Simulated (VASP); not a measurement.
A convergence study with VASP on HgTe (zinc blende): one setting is varied, all else stays as given below, so the limit is that of these other settings.

```yaml
crystal:
  lattice:
    - [0.00000, 3.23000, 3.23000]
    - [3.23000, 0.00000, 3.23000]
    - [3.23000, 3.23000, 0.00000]
  atoms:
    - { symbol: Hg, position: [0.00000, 0.00000, 0.00000] }
    - { symbol: Te, position: [0.25000, 0.25000, 0.25000] }
```

Method: PBEsol GGA, VASP's PBE PAW potentials (set 64) (plane waves; VASP). The tightest run used: 550 eV cut-off, 16×16×16 Γ-centred mesh, tetrahedra with Blöchl corrections, potentials Hg Te.

| setting | E (eV/atom) | pressure (GPa) | irreducible k-points |
|---|---|---|---|
| 3×3×3 mesh | -2.0186 | 2.58 | 4 |
| 4×4×4 mesh | -2.1357 | 1.62 | 8 |
| 5×5×5 mesh | -2.1679 | 1.32 | 10 |
| 6×6×6 mesh | -2.1784 | 1.21 | 16 |
| 7×7×7 mesh | -2.1824 | 1.18 | 20 |
| 8×8×8 mesh | -2.1840 | 1.16 | 29 |

Question: These are the cheaper rows. Estimate the results at 16×16×16 mesh, and how far the last row shown lies from them.

Answer: 
```
quantity        tightest run  last row shown is off by
--------------  ------------  ------------------------
E (eV/atom)          -2.1855                    0.0015
pressure (GPa)          1.14                      0.02
```

Left out are rungs that failed or repeat a setting and relaxations that didn't move; long series are thinned to 24 rows.

The compound is HgTe in the zinc blende structure. The cell was not relaxed at this level.
